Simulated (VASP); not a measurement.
All values below come from PBEsol GGA, VASP's PBE PAW potentials (set 64) (plane waves; VASP 6.6.1).

VASP input:

POSCAR:
```
PtS2
1
    1.7829133649    -3.0880966056    -0.0000000000
    1.7829133649     3.0880966056     0.0000000000
    0.0000000000     0.0000000000     4.8232578439
Pt S
1 2
Direct
  1.0000000000   1.0000000000   1.0000000000
  0.3333330000   0.6666670000   0.2483770505
  0.6666670000   0.3333330000   0.7516229495
```

KPOINTS:
```
Automatic mesh
0
gamma
 7 7 4
0 0 0
```

### INCAR
```
# general
SYSTEM  = PtS2
PREC    = Accurate
ENCUT   = 400
LREAL   = F
LASPH   = T

# electronic loop
EDIFF   = 1E-8
NELM    = 100
ALGO    = Normal
LMAXMIX = 6

# smearing
ISMEAR  = 0
SIGMA   = 0.05

# functional
GGA     = PS

# ions
IBRION  = 1
NSW     = 30
ISIF    = 2
EDIFFG  = -0.001

# output
LWAVE   = F
LCHARG  = F
```

POTCAR, in this order: Pt S (PBE.64 set). Program: vasp_std.

The resulting files:

OUTCAR:
```
 ion  position               nearest neighbor table
   1  0.000  0.000  0.000-   2 2.38   3 2.38   3 2.38   2 2.38   3 2.38   2 2.38
   2  0.333  0.667  0.248-   1 2.38   1 2.38   1 2.38
   3  0.667  0.333  0.752-   1 2.38   1 2.38   1 2.38
  LATTYP: Found a hexagonal cell.
 ALAT       =     3.5658267922
 C/A-ratio  =     1.3526337999
 Subroutine PRICEL returns:
 Original cell was already a primitive cell.
 Subroutine GETGRP returns: Found 12 space group operations
The static configuration has the point symmetry D_3d.
The dynamic configuration has the point symmetry D_3d.
 Subroutine INISYM returns: Found 12 space group operations
 Subroutine IBZKPT returns following result:
 Found     28 irreducible k-points:

 Following reciprocal coordinates:
            Coordinates               Weight
  0.000000  0.000000  0.000000      1.000000
  0.142857 -0.000000  0.000000      6.000000
  0.285714  0.000000  0.000000      6.000000
  0.428571  0.000000  0.000000      6.000000
  0.142857  0.142857  0.000000      6.000000
  0.285714  0.142857  0.000000     12.000000
  0.428571  0.142857  0.000000      6.000000
  0.285714  0.285714  0.000000      6.000000
  0.000000  0.000000  0.250000      2.000000
  0.142857 -0.000000  0.250000      6.000000
 -0.000000  0.142857  0.250000      6.000000
  0.285714  0.000000  0.250000      6.000000
  0.000000  0.285714  0.250000      6.000000
  0.428571  0.000000  0.250000      6.000000
  0.000000  0.428571  0.250000      6.000000
  0.142857  0.142857  0.250000     12.000000
  0.285714  0.142857  0.250000     12.000000
 -0.142857  0.428571  0.250000     12.000000
  0.428571  0.142857  0.250000     12.000000
  0.285714  0.285714  0.250000     12.000000
  0.000000  0.000000  0.500000      1.000000
  0.142857 -0.000000  0.500000      6.000000
...
```

**OSZICAR**
```
       N       E                     dE             d eps       ncg     rms          rms(c)
DAV:   1     0.938506020451E+02    0.93851E+02   -0.91971E+03   896   0.106E+03
DAV:   2    -0.143844226508E+02   -0.10824E+03   -0.10622E+03  1085   0.223E+02
DAV:   3    -0.183043374682E+02   -0.39199E+01   -0.39047E+01  1107   0.464E+01
DAV:   4    -0.183402713187E+02   -0.35934E-01   -0.35930E-01  1071   0.489E+00
DAV:   5    -0.183409432790E+02   -0.67196E-03   -0.67195E-03  1106   0.628E-01    0.190E+01
DAV:   6    -0.172594494235E+02    0.10815E+01   -0.77886E+00   868   0.285E+01    0.123E+01
DAV:   7    -0.170269420468E+02    0.23251E+00   -0.13186E+00   875   0.128E+01    0.566E+00
DAV:   8    -0.169998578760E+02    0.27084E-01   -0.91952E-02   938   0.225E+00    0.133E+00
DAV:   9    -0.169946219180E+02    0.52360E-02   -0.12397E-02   980   0.126E+00    0.271E-01
DAV:  10    -0.169946952072E+02   -0.73289E-04   -0.19338E-03  1001   0.317E-01    0.766E-02
DAV:  11    -0.169947065138E+02   -0.11307E-04   -0.48990E-05  1085   0.608E-02    0.478E-02
DAV:  12    -0.169947064954E+02    0.18381E-07   -0.51400E-06  1036   0.220E-02    0.167E-02
DAV:  13    -0.169947068257E+02   -0.33031E-06   -0.15897E-06  1043   0.100E-02    0.407E-03
DAV:  14    -0.169947068530E+02   -0.27255E-07   -0.63480E-08  1092   0.230E-03    0.136E-03
DAV:  15    -0.169947068679E+02   -0.14934E-07   -0.13655E-08   730   0.880E-04    0.252E-04
DAV:  16    -0.169947068674E+02    0.45452E-09   -0.12824E-09   546   0.287E-04
   1 F= -.16994707E+02 E0= -.16994706E+02  d E =-.169947E+02
       N       E                     dE             d eps       ncg     rms          rms(c)
DAV:   1    -0.169947081914E+02   -0.13235E-05   -0.12928E-04   854   0.675E-02    0.798E-03
DAV:   2    -0.169947085030E+02   -0.31165E-06   -0.53471E-06  1099   0.162E-02    0.346E-03
DAV:   3    -0.169947084509E+02    0.52116E-07   -0.10247E-07  1036   0.321E-03    0.221E-03
DAV:   4    -0.169947084192E+02    0.31634E-07   -0.16061E-08   665   0.127E-03    0.922E-04
DAV:   5    -0.169947083951E+02    0.24100E-07   -0.57897E-09   476   0.756E-04    0.148E-04
DAV:   6    -0.169947083951E+02    0.22055E-10   -0.10584E-09   448   0.272E-04
   2 F= -.16994708E+02 E0= -.16994708E+02  d E =-.152769E-05
       N       E                     dE             d eps       ncg     rms          rms(c)
DAV:   1    -0.169947085280E+02   -0.13283E-06   -0.51503E-05   840   0.426E-02    0.511E-03
DAV:   2    -0.169947086317E+02   -0.10375E-06   -0.21489E-06  1106   0.103E-02    0.216E-03
DAV:   3    -0.169947086027E+02    0.29052E-07   -0.41775E-08  1008   0.205E-03    0.137E-03
DAV:   4    -0.169947085833E+02    0.19351E-07   -0.62435E-09   525   0.804E-04    0.588E-04
DAV:   5    -0.169947085695E+02    0.13815E-07   -0.24107E-09   434   0.480E-04    0.926E-05
DAV:   6    -0.169947085687E+02    0.76489E-09   -0.44235E-10   420   0.176E-04
   3 F= -.16994709E+02 E0= -.16994708E+02  d E =-.173618E-06
```

OUTCAR:
```
------------------------ aborting loop because EDIFF is reached ----------------------------------------
  FORCE on cell =-STRESS in cart. coord.  units (eV):
  Direction    XX          YY          ZZ          XY          YZ          ZX
  --------------------------------------------------------------------------------------
  Total       -0.0021554     -0.0021554     -0.0193620      0.0000000      0.0000000     -0.0000000
  in kB       -0.0650213     -0.0650213     -0.5840760      0.0000000      0.0000000     -0.0000000
  external PRESSURE =      -0.2380395 kB  Pullay stress =       0.0000000 kB
  volume of cell :       53.11
      direct lattice vectors                 reciprocal lattice vectors
     1.782913365 -3.088096606  0.000000000     0.280439874 -0.161912033  0.000000000
     1.782913365  3.088096606  0.000000000     0.280439874  0.161912033  0.000000000
     0.000000000  0.000000000  4.823257844     0.000000000  0.000000000  0.207328746
 POSITION                                       TOTAL-FORCE (eV/Angst)
 -----------------------------------------------------------------------------------
      0.00000     -0.00000      0.00000         0.000000      0.000000      0.000000
      1.78291      1.02937      1.19839         0.000000      0.000000     -0.000025
      1.78291     -1.02937      3.62487        -0.000000     -0.000000      0.000025
 -----------------------------------------------------------------------------------
    total drift:                                0.000000      0.000000      0.000000
  FREE ENERGIE OF THE ION-ELECTRON SYSTEM (eV)
  ---------------------------------------------------
  free  energy   TOTEN  =       -16.9947085687 eV

  energy  without entropy=      -16.9947073347  energy(sigma->0) =      -16.99470795

 reached required accuracy - stopping structural energy minimisation
```
(Selected blocks of OUTCAR.)

### CONTCAR
```
PtS2
   1.00000000000000
     1.7829133649000000   -3.0880966056000001    0.0000000000000000
     1.7829133649000000    3.0880966056000001    0.0000000000000000
     0.0000000000000000    0.0000000000000000    4.8232578438999996
  Pt              S
     1     2
Direct
     0.0000000000000000    0.0000000000000000    0.0000000000000000
     0.3333330000000032    0.6666669999999968    0.2484599034818217
     0.6666669999999968    0.3333330000000032    0.7515400965181783
```

Without a dispersion term in the relaxation, distances and binding between the weakly bound layers, chains or molecules are unreliable, and so is what depends on them.

The compound is PtS2 in the 1T layered structure. This run relaxes the ions in a fixed cell. Symmetry was kept, so distortions that lower it aren't found. The start is the result of an earlier pass.
